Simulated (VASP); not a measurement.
Given:

```xyz
8
Lattice="0.0000 2.9065 2.9065 2.9065 0.0000 2.9065 11.7568 11.7568 -0.1309" Properties=species:S:1:pos:R:3 pbc="T T T"
Hg    11.6734    11.6734    -0.0475
Te     1.6847     1.6847     1.2218
Te     4.4797     4.4797     1.3332
Te     7.2922     7.2922     1.4272
Te    10.0924    10.0924     1.5335
Be     5.9795     5.9795     5.6464
Be     8.7868     8.7868     5.7456
Be     8.6971     8.6971     0.0223
```

All values below come from PBEsol GGA, VASP's PBE PAW potentials (set 64) (plane waves; VASP 6.6.1). Run with 400 eV cut-off, Gaussian smearing of 0.050 eV, potentials Hg Te Be.

Unless said otherwise, spin-orbit coupling is left out, though it shifts the bands of the heavy elements here.

Question: Give the energies of bands 12 to 25 at the high-symmetry points, in eV from the valence-band maximum.

Answer: 
```
band      Γ      T     H2      L     S0      F
----  -----  -----  -----  -----  -----  -----
12    -4.06  -2.50  -5.60  -5.67  -5.61  -5.65
13    -2.28  -2.27  -5.41  -5.59  -5.41  -5.43
14    -2.28  -2.26  -4.69  -3.82  -4.68  -3.87
15    -1.88  -2.26  -4.58  -3.59  -4.57  -3.74
16    -1.88  -1.93  -4.39  -3.59  -4.42  -3.62
17    -1.47  -1.93  -3.59  -3.18  -3.59  -3.25
18    -1.47  -1.42  -3.11  -2.83  -3.14  -3.06
19    -1.02  -1.42  -2.88  -2.70  -2.87  -2.55
20     0.00  -0.03  -2.66  -2.44  -2.66  -1.99
21     0.00  -0.03  -2.45  -1.17  -2.44  -1.12
22     1.02   1.48   1.39   1.06   1.38   0.71
23     1.58   1.66   2.22   1.32   2.28   1.11
24     1.84   1.91   2.75   1.70   2.58   1.67
25     2.06   2.07   3.06   2.24   3.36   1.76
```

The gap is indirect, 0.71 eV, from the valence maximum at Γ to the conduction minimum at F.

The structure was generated: Be3HgTe4 was put into an ordered model structure (R3m), which need not be its known phase. It was relaxed first.
